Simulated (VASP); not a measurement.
Method: PBEsol GGA, VASP's PBE PAW potentials (set 64) (plane waves; VASP).

Input for VASP

KPOINTS:
```
Automatic mesh
0
Gamma
13 13 13
0 0 0
```

**INCAR**
```
LREAL  =  F
ISMEAR  =  -5   # tetrahedra, Bloechl
LORBIT  =  11
GGA  =  PS   # PBEsol
SYSTEM  =  LaO
ENCUT  =  520   # plane-wave cut-off (eV)
NEDOS  =  601   # DOS grid
LMAXMIX  =  6   # l cut-off of mixed one-centre charges
LCHARG  =  T
EDIFF  =  1E-7   # SCF stop (eV)
PREC  =  Accurate
ISIF  =  2
ALGO  =  Normal   # blocked Davidson
LASPH  =  T
LWAVE  =  F
NELM  =  100   # most electronic steps
```

**POSCAR**
```
LaO
1.0
  0.0000000000   2.7954441830   2.7954441830
  2.7954441830   0.0000000000   2.7954441830
  2.7954441830   2.7954441830   0.0000000000
La O
1 1
Cartesian
  0.0000000000   0.0000000000   0.0000000000
  1.3977220915   1.3977220915   1.3977220915
```

POTCAR, in this order: La O (PBE.64 set). Program: vasp_std.

The run wrote:

**OSZICAR**
```
       N       E                     dE             d eps       ncg     rms          rms(c)
DAV:   1     0.177378302612E+03    0.17738E+03   -0.64200E+03  2016   0.196E+03
DAV:   2     0.638520698208E+01   -0.17099E+03   -0.16781E+03  3152   0.289E+02
DAV:   3    -0.157721639461E+02   -0.22157E+02   -0.21711E+02  2900   0.145E+02
DAV:   4    -0.176178602818E+02   -0.18457E+01   -0.17873E+01  3304   0.293E+01
DAV:   5    -0.178021612277E+02   -0.18430E+00   -0.17864E+00  3540   0.978E+00    0.851E+00
DAV:   6    -0.159821052466E+02    0.18201E+01   -0.18772E+01  3344   0.305E+01    0.530E+00
DAV:   7    -0.157489827825E+02    0.23312E+00   -0.18483E+00  3384   0.134E+01    0.203E+00
DAV:   8    -0.157223434529E+02    0.26639E-01   -0.22393E-01  3212   0.512E+00    0.510E-01
DAV:   9    -0.157195969206E+02    0.27465E-02   -0.32908E-02  3576   0.211E+00    0.210E-01
DAV:  10    -0.157200018720E+02   -0.40495E-03   -0.30595E-03  3376   0.609E-01    0.553E-02
DAV:  11    -0.157201177678E+02   -0.11590E-03   -0.79501E-04  3480   0.315E-01    0.268E-02
DAV:  12    -0.157201268167E+02   -0.90489E-05   -0.10751E-04  3520   0.107E-01    0.168E-02
DAV:  13    -0.157201488159E+02   -0.21999E-04   -0.13037E-04  2980   0.995E-02    0.885E-03
DAV:  14    -0.157201474306E+02    0.13853E-05   -0.28506E-05  3604   0.432E-02    0.532E-03
DAV:  15    -0.157201490398E+02   -0.16092E-05   -0.13835E-05  2752   0.356E-02    0.257E-03
DAV:  16    -0.157201493968E+02   -0.35700E-06   -0.21407E-06  3476   0.165E-02    0.110E-03
DAV:  17    -0.157201493700E+02    0.26808E-07   -0.35645E-07  2544   0.571E-03
   1 F= -.15720149E+02 E0= -.15720149E+02  d E =0.000000E+00
```

### OUTCAR
```
------------------------ aborting loop because EDIFF is reached ----------------------------------------
  FORCE on cell =-STRESS in cart. coord.  units (eV):
  Direction    XX          YY          ZZ          XY          YZ          ZX
  --------------------------------------------------------------------------------------
  Total        0.0207952      0.0207952      0.0207952      0.0000000      0.0000000      0.0000000
  in kB        0.7625892      0.7625892      0.7625892      0.0000000      0.0000000      0.0000000
  external PRESSURE =       0.7625892 kB  Pullay stress =       0.0000000 kB
  volume of cell :       43.69
      direct lattice vectors                 reciprocal lattice vectors
     0.000000000  2.795444183  2.795444183    -0.178862452  0.178862452  0.178862452
     2.795444183  0.000000000  2.795444183     0.178862452 -0.178862452  0.178862452
     2.795444183  2.795444183  0.000000000     0.178862452  0.178862452 -0.178862452
 POSITION                                       TOTAL-FORCE (eV/Angst)
 -----------------------------------------------------------------------------------
      0.00000      0.00000      0.00000        -0.000000     -0.000000     -0.000000
      1.39772      1.39772      1.39772         0.000000      0.000000      0.000000
 -----------------------------------------------------------------------------------
    total drift:                                0.000000      0.000000      0.000000
  FREE ENERGIE OF THE ION-ELECTRON SYSTEM (eV)
  ---------------------------------------------------
  free  energy   TOTEN  =       -15.7201493700 eV

  energy  without entropy=      -15.7201493700  energy(sigma->0) =      -15.72014937

 total charge

# of ion       s       p       d       f       tot
--------------------------------------------------
    1        2.046   5.646   0.699   0.218   8.610
    2        1.571   3.394   0.000   0.000   4.965
--------------------------------------------------
tot          3.617   9.040   0.699   0.218  13.574
```
(Selected blocks of OUTCAR.)

OUTCAR:
```
 val. band max:        8.0306217917   @ k =  -0.3846   0.3846   0.1538

 cond. band min:       8.0133875003   @ k =   0.3846   0.3077   0.0769


 Fermi energy:         8.0284512563

 k-point     1 :       0.0000    0.0000    0.0000
  band No.  band energies     occupation
      1     -25.0549      2.00000
      2     -10.9997      2.00000
      3      -8.3611      2.00000
      4      -8.3611      2.00000
      5      -8.3611      2.00000
      6       2.3205      2.00000
      7       2.3205      2.00000
      8       2.3205      2.00000
      9       6.3655      2.00000
     10       9.7501      0.00000
     11       9.7501      0.00000
     12       9.7501      0.00000

 k-point     2 :       0.0769    0.0000    0.0000
  band No.  band energies     occupation
      1     -25.0457      2.00000
      2     -11.0948      2.00000
      3      -8.3720      2.00000
      4      -8.3720      2.00000
      5      -8.3060      2.00000
      6       2.3289      2.00000
      7       2.3532      2.00000
      8       2.3532      2.00000
      9       6.5487      2.00000
     10       9.7236      0.00000
     11       9.7236      0.00000
     12       9.7236      0.00000

 k-point     3 :       0.1538    0.0000    0.0000
  band No.  band energies     occupation
      1     -25.0200      2.00000
      2     -11.3367      2.00000
      3      -8.4021      2.00000
      4      -8.4021      2.00000
      5      -8.1782      2.00000
      6       2.3898      2.00000
      7       2.4416      2.00000
      8       2.4416      2.00000
      9       7.0118      2.00000
     10       9.6549      0.00000
     11       9.6549      0.00000
     12       9.6631      0.00000

 k-point     4 :       0.2308    0.0000    0.0000
  band No.  band energies     occupation
      1     -24.9834      2.00000
      2     -11.6385      2.00000
      3      -8.4437      2.00000
      4      -8.4437      2.00000
      5      -8.0431      2.00000
      6       2.5582      2.00000
...
```

For a metal the tetrahedron method with Blöchl corrections gives inexact stress and forces.

The structure was generated: LaO was put into the zinc blende type (F-43m), which need not be its known phase. It was relaxed first, which changed the volume by -30 %. The electron count is odd and the run is not spin-polarised, which forces a metal.
